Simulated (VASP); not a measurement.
The system is WS2.

```
W S
1.0
     3.18000    0.00000    0.00000
    -1.59000    2.75396    0.00000
     0.00000    0.00000   12.50000
W S
2 4
Cartesian
  0.0000 1.8360 3.1250
  1.5900 0.9180 9.3750
  0.0000 1.8360 7.8125
  1.5900 0.9180 1.5625
  0.0000 1.8360 10.9375
  1.5900 0.9180 4.6875
```

```yaml
Program: VASP 6.6.1
Task: relaxation of cell and atoms
Functional: PBE
Dispersion: D3(BJ)
Potentials_or_basis: VASP PAW PBE potentials, release 64 (W_sv, S)
Cutoff: 600 eV
k_mesh: 12 × 12 × 3
Occupations: gaussian, width 0.03 eV
Spin: no spin polarisation
```

At the start: pressure -1.5 GPa; volume 18.24 Å³/atom.

**Question.** Where does the relaxation end?

**Answer.** Over 12 steps the energy falls by 5.5 meV/atom and the volume is 17.45 Å³/atom (-4.4 %); space group P6_3/mmc (No. 194, to 0.05 Å).

The path:
```
step  energy change (eV)  largest force (eV/Å)  pressure (GPa)  volume (Å³)
   1              0.0000                0.1376           -1.52       109.47
   2             -0.0075                0.3287            1.82       106.74
   3             -0.0119                0.2556            0.51       107.76
   4             -0.0146                0.0716           -0.68       107.53
   5             -0.0164                0.0531           -0.22       107.62
   6             -0.0201                0.0478           -0.21       107.24
   7             -0.0288                0.0341           -0.15       106.08
   8             -0.0309                0.0028            0.17       103.77
   9             -0.0329                0.0242            0.02       104.82
  10             -0.0329                0.0218            0.03       104.68
  11             -0.0325                0.0729           -0.38       104.65
  12             -0.0330                0.0017           -0.07       104.67
```

Final structure:
```xyz
6
Lattice="3.1551 0.0000 0.0000 -1.5775 2.7324 0.0000 0.0000 0.0000 12.1414" Properties=species:S:1:pos:R:3 pbc="T T T"
W     0.0000    1.8216    3.0353
W     1.5775    0.9108    9.1060
S     0.0000    1.8216    7.5315
S     1.5775    0.9108    1.4608
S     0.0000    1.8216   10.6806
S     1.5775    0.9108    4.6099
```
